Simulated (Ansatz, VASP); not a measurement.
## Na3BiH6 in VASP and in Ansatz

```
Na Bi H
1.0
     0.00000    4.16533    4.16533
     4.16533    0.00000    4.16533
     4.16533    4.16533    0.00000
Na Bi H
3 1 6
Cartesian
  6.2480 6.2480 6.2480
  2.0827 2.0827 2.0827
  4.1653 4.1653 4.1653
  0.0000 0.0000 0.0000
  1.9258 4.1653 4.1653
  4.1653 4.1653 1.9258
  6.4049 4.1653 4.1653
  4.1653 1.9258 4.1653
  4.1653 6.4049 4.1653
  4.1653 4.1653 6.4049
```

Change from the starting cell: species swapped into the K3YF6 type (Fm-3m, No. 225).

Alike in both runs: task single point; functional PBE; k mesh 4 × 4 × 4; occupations gaussian, width 0.1 eV; no spin polarisation.

|  | VASP | Ansatz |
| --- | --- | --- |
| version | VASP 6.6.1 | Ansatz 0.2.0 |
| potentials or method | VASP PAW PBE potentials, release 64 (Na_pv, Bi_d, H) | scalar-relativistic, plane waves, PAW |
| plane-wave cutoff (eV) | 520 | 420 |
| valence electrons in the cell | 42 | 48 |

```csv
,VASP,Ansatz,Ansatz less VASP
gap on the k mesh at the Fermi level (eV),0.25,0.24,-0.007
least direct gap on the mesh (eV),0.25,0.24,-0.007
pressure (GPa),6.9,7.0,+0.06
rms of the force components (eV/Å),0.573,0.571,-0.0012
```

Atom by atom the forces differ by 0.001 eV/Å (rms over components). The two sets of potentials don't hold the same shells in valence.

Caveats: spin-orbit coupling is left out, which as a rule narrows the gap of such compounds by several tenths of an eV; forces of over 1 eV/Å show positions far from the minimum, so gaps and moduli don't describe the material at rest.
